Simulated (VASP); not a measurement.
Level of theory: revPBE GGA, VASP's PBE PAW potentials (set 64) (plane waves; VASP 6.6.1).

VASP ran on this input.

File KPOINTS:
```
K-points
0
G
  16 16 16
```

**POSCAR**
```
Fe
1
   -1.4350000000     1.4350000000     1.4350000000
    1.4350000000    -1.4350000000     1.4350000000
    1.4350000000     1.4350000000    -1.4350000000
Fe
1
Direct
  0.0000000000   0.0000000000   0.0000000000
```

### INCAR
```
ALGO = Normal
EDIFF = 1E-6
EDIFFG = -0.01
ENCUT = 520
GGA = RE
IBRION = 2
ISIF = 3
ISMEAR = 1
ISPIN = 2
LASPH = .True.
LCHARG = .False.
LMAXMIX = 4
LORBIT = 10
LREAL = .False.
LWAVE = .False.
MAGMOM = 2.5
NELM = 100
NSW = 60
PREC = Accurate
SIGMA = 0.1
SYSTEM = Fe
```

POTCAR, in this order: Fe (PBE.64 set). Program: vasp_std.

Task: Predict the energy per atom (σ→0), cell moment, volume per atom, band gap (on the k-mesh).

Result: 
```
Property                                                     Value
------------------------  ----------------------------------------
energy per atom (σ→0)                       -758.2 kJ/mol of atoms
cell moment                                                2.27 μB
band gap (on the k-mesh)  none (metal, semimetal or under 0.01 eV)
volume per atom                                     11.65 Å^3/atom
```

OSZICAR:
```
...
DAV:   2    -0.785996891510E+01    0.13432E-01   -0.16137E-01  5474   0.591E+00    0.112E+00
DAV:   3    -0.785847105577E+01    0.14979E-02   -0.11185E-02  5540   0.164E+00    0.398E-01
DAV:   4    -0.785831466538E+01    0.15639E-03   -0.12199E-04  5586   0.187E-01    0.958E-02
DAV:   5    -0.785818602676E+01    0.12864E-03   -0.16354E-04  5428   0.128E-01    0.174E-02
DAV:   6    -0.785818887393E+01   -0.28472E-05   -0.33508E-06  5364   0.241E-02    0.906E-03
DAV:   7    -0.785819000149E+01   -0.11276E-05   -0.30594E-07  2643   0.741E-03    0.318E-03
DAV:   8    -0.785819032489E+01   -0.32340E-06   -0.14960E-07  2617   0.530E-03
   3 F= -.78581903E+01 E0= -.78582943E+01  d E =-.152193E-02  mag=     2.2727
```

The compound is Fe in the bcc structure. This run relaxes it. Symmetry was kept, so distortions that lower it aren't found.
